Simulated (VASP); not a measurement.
Given:

```
TiN
1.0
    0.00000     2.10087     2.10087
    2.10087     0.00000     2.10087
    2.10087     2.10087     0.00000
Ti N
1 1
Direct
  0.00000   0.00000   0.00000
  0.50000   0.50000   0.50000
```

Method: AM05 GGA, VASP's PBE PAW potentials (set 64) (plane waves; VASP). Numerical set-up: 520 eV cut-off, Gaussian smearing of 0.050 eV, potentials Ti_sv N.

Q: Estimate the band gap (along the path) with the smallest direct gap where there is one.

A: 
The band gap (along the path) is none (metal, semimetal or under 0.01 eV).

The absolute energy has meaning only against runs of the same code, potentials and settings.

The compound is TiN in the rock salt structure. It was relaxed first. The electron count is odd and the run is not spin-polarised, which forces a metal.
